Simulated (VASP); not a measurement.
# MgO: relaxation of cell and atoms with r2SCAN

The system is MgO.

```
CELL_PARAMETERS angstrom
0.00000 2.09642 2.09642
2.09642 0.00000 2.09642
2.09642 2.09642 0.00000
ATOMIC_POSITIONS crystal
Mg 0.00000 0.00000 0.00000
O 0.50000 0.50000 0.50000
```

The cell was built by a generator and needn't be a form met in nature.

- Program: VASP 6.6.1
- Task: relaxation of cell and atoms
- Functional: r2SCAN
- Potentials or basis: VASP PAW PBE potentials, release 64 (Mg, O)
- Cutoff: 600 eV
- k mesh: 14 × 14 × 14
- Occupations: gaussian, width 0.03 eV
- Spin: no spin polarisation
- Further INCAR settings: ALGO = Normal; EDIFF = 1e-07; IBRION = 2; EDIFFG = -0.005; NSW = 90; ISIF = 3

```
Pressure after relaxing : 0.0 GPa
Band gap on the k mesh  : 5.75 eV, direct
```

Final structure:
```cif
data_structure
_symmetry_space_group_name_H-M 'P 1'
_symmetry_Int_Tables_number 1
_cell_length_a 2.9648
_cell_length_b 2.9648
_cell_length_c 2.9648
_cell_angle_alpha 60.000
_cell_angle_beta 60.000
_cell_angle_gamma 60.000
_cell_volume 18.43
loop_
_atom_site_label
_atom_site_type_symbol
_atom_site_fract_x
_atom_site_fract_y
_atom_site_fract_z
_atom_site_occupancy
Mg1 Mg 0.00000 0.00000 0.00000 1
O1 O 0.50000 0.50000 0.50000 1
```

Levels at points of the mesh, in eV from the valence-band top:
```tsv
k point	band 1	band 2	band 3	band 4	band 5	band 6	band 7	band 8
(0.00, 0.00, 0.00)	-18.27	0.00	0.00	0.00	5.75	16.92	16.92	16.92
(0.50, 0.00, 0.00)	-16.99	-4.67	-0.69	-0.69	8.90	13.97	17.57	17.57
(0.50, 0.50, 0.00)	-16.73	-4.16	-1.39	-1.39	10.05	11.22	14.44	20.59
```

Run time: 79 s on 1 thread of Intel(R) Xeon(R) Platinum 8488C (Sapphire Rapids) (shared host), peak memory 0.15 GiB.

Caveat: the relaxation stopped at its first step, so nothing moved; the PAW data sets were made with another functional, which shifts forces and pressure a little. r2SCAN opens gaps a little over a GGA but as a rule still falls short of measured ones.
